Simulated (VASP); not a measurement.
In2Ge2O7, 11 atoms in the cell. It takes space group C2/m (No. 12, monoclinic). The conventional cell has a = 6.654 Å, b = 8.868 Å, c = 4.960 Å, α = 90.00°, β = 102.09°, γ = 90.00°. O (site symmetry 2/m) has 2 Ge at 1.74 Å as nearest neighbours. O (site symmetry m) is surrounded by 1 Ge at 1.77 Å. O (site symmetry 1) is surrounded by 1 Ge at 1.77 Å. Around In (site symmetry 2) lie 6 O at 2.12 to 2.21 Å. Around Ge (site symmetry m) lie 4 O at 1.74 to 1.77 Å. 

- Program: VASP 6.6.1
- Task: single point
- Functional: PBEsol
- Potentials or basis: VASP PAW PBE potentials, release 64 (O, In_d, Ge_d)
- Cutoff: 520 eV
- k mesh: 4 × 4 × 4
- Occupations: fermi-dirac, width 0.1 eV
- Spin: no spin polarisation
- Dipole correction: no
- Further INCAR settings: ALGO = Fast; EDIFF = 1e-07; NBANDS = 59

Potentials or basis: VASP PAW PBE potentials, release 64 (O, In_d, Ge_d).

Run with:

```sh
$ cat potpaw_PBE.64/O/POTCAR potpaw_PBE.64/In_d/POTCAR potpaw_PBE.64/Ge_d/POTCAR > POTCAR
$ mpirun -np 1 vasp_std > vasp.out
```

Hardware: 1 thread of Intel(R) Xeon(R) Platinum 8559C (Emerald Rapids), with other jobs on the host.

Task: How long does it take, and how much memory?

Result: It took 9.9 min on 1 thread of Intel(R) Xeon(R) Platinum 8559C (Emerald Rapids), with other jobs on the host, peak memory 0.35 GiB. Counts: scf iterations 31, k points 24.
